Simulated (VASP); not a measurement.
An input for Ansatz (written as the equivalent of a VASP run, and not itself run):

Ansatz 0.2 input:
```yaml
crystal:
  lattice:
    - [0.0000000, 2.7486610, 2.7486610]
    - [2.7486610, 0.0000000, 2.7486610]
    - [2.7486610, 2.7486610, 0.0000000]
  atoms:
    - { symbol: Si, position: [0.0000000, 0.0000000, 0.0000000] }
    - { symbol: Si, position: [0.2500000, 0.2500000, 0.2500000] }
kpoints:
  mp_grid: { grid: [9, 9, 9] }
hamiltonian:
  xc: rpbe
  pseudopotentials: { kind: paw }
scf:
  occupations: { method: tetrahedron }
  max_iter: 100
output: { forces: true, stress: true, eigenvalues: true }
```

Problem. Write the VASP files for the same calculation (RPBE).

Solution. This is not unique; one that fits is 
**INCAR**
```
LORBIT = 11   # lm-projected
LCHARG = T
ALGO = Normal   # blocked Davidson
LWAVE = F
LASPH = T   # aspherical one-centre terms
LREAL = F   # projection in real space or not
ISIF = 2
PREC = Accurate
SYSTEM = Si
NELM = 100   # most electronic steps
EDIFF = 1E-7   # SCF stop (eV)
ISMEAR = -5
NEDOS = 601   # DOS grid
ENCUT = 520   # plane-wave cut-off (eV)
GGA = RP   # RPBE
```

### KPOINTS
```
Automatic mesh
0
Gamma
9 9 9
0 0 0
```

**POSCAR**
```
Si
1
    0.0000000000     2.7486609990     2.7486609990
    2.7486609990     0.0000000000     2.7486609990
    2.7486609990     2.7486609990     0.0000000000
Si
2
Direct
  0.0000000000   0.0000000000   0.0000000000
  0.2500000000   0.2500000000   0.2500000000
```

POTCAR, in this order: Si (PBE.64 set). Program: vasp_std.

The two are equivalent in intent, not identical: each code has its own PAW files, so the cut-off isn't converted (ENCUT is set for VASP's; basis.ecutwfc is left out, and Ansatz then takes the one that its files recommend); Ansatz stops its SCF on the density residual and VASP on the energy change (EDIFF).

The compound is Si in the diamond structure. It was relaxed first.
